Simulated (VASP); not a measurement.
Set up this calculation in VASP 6.6.1, as the native input.

```yaml
Task: relaxation of cell and atoms
Functional: PBE
Potentials_or_basis: VASP PAW PBE potentials, release 64 (Zr_sv, Mo_sv, C)
Cutoff: 600 eV
k_mesh: 5 × 5 × 5
Occupations: fermi-dirac, width 0.05 eV
Spin: no spin polarisation
Further_INCAR_settings: ALGO = Normal; EDIFF = 1e-06; IBRION = 2; EDIFFG = -0.005; NSW = 60; ISIF = 3
```

The structure of Zr3MoC lies in POSCAR:

```
Zr3MoC
1.0
    4.9425100000      0.0000000000      0.0000000000
    0.0000000000      4.9425100000      0.0000000000
    0.0000000000      0.0000000000      4.9425100000
Zr Mo C
3 1 1
Direct
    0.5000000000      0.0000000000      0.0000000000
    0.0000000000      0.5000000000      0.0000000000
    0.0000000000      0.0000000000      0.5000000000
    0.0000000000      0.0000000000      0.0000000000
    0.5000000000      0.5000000000      0.5000000000
```

The cell was built by a generator and needn't be a form met in nature.

One way to write it, as run:

INCAR

```
PREC = Accurate
ENCUT = 600
EDIFF = 1E-6
ISMEAR = -1
SIGMA = 0.05
LREAL = F
LASPH = T
NELM = 100
ALGO = Normal
ISIF = 3
LWAVE = F
LCHARG = F
GGA = PE
IBRION = 2
NSW = 60
EDIFFG = -0.005
PSTRESS = 0
```

KPOINTS

```
regular mesh
0
Gamma
  5 5 5
```

Potentials or basis: VASP PAW PBE potentials, release 64 (Zr_sv, Mo_sv, C).

Launch:

```bash
$ cat potpaw_PBE.64/Zr_sv/POTCAR potpaw_PBE.64/Mo_sv/POTCAR potpaw_PBE.64/C/POTCAR > POTCAR
$ mpirun -np 1 vasp_std > vasp.out
```

It gave:

| Property | Result |
| --- | --- |
| Relaxed volume | 24.45 Å³/atom |
| Relaxed cell | a = 4.963 Å, b = 4.963 Å, c = 4.963 Å, α = 90.00°, β = 90.00°, γ = 90.00° |
| Space group after relaxing (to 0.05 Å) | Pm-3m (No. 221) |
| Energy gained by relaxing | 0.9 meV/atom |
| Ionic steps | 3 |
| Pressure after relaxing | 0.0 GPa |
| Band gap on the k mesh | none (metal or under the smearing width) |

Wall time 2.2 min on 1 thread of AMD EPYC 7R43 64-Core Processor (Zen 3), on a shared host, peak memory 0.24 GiB.
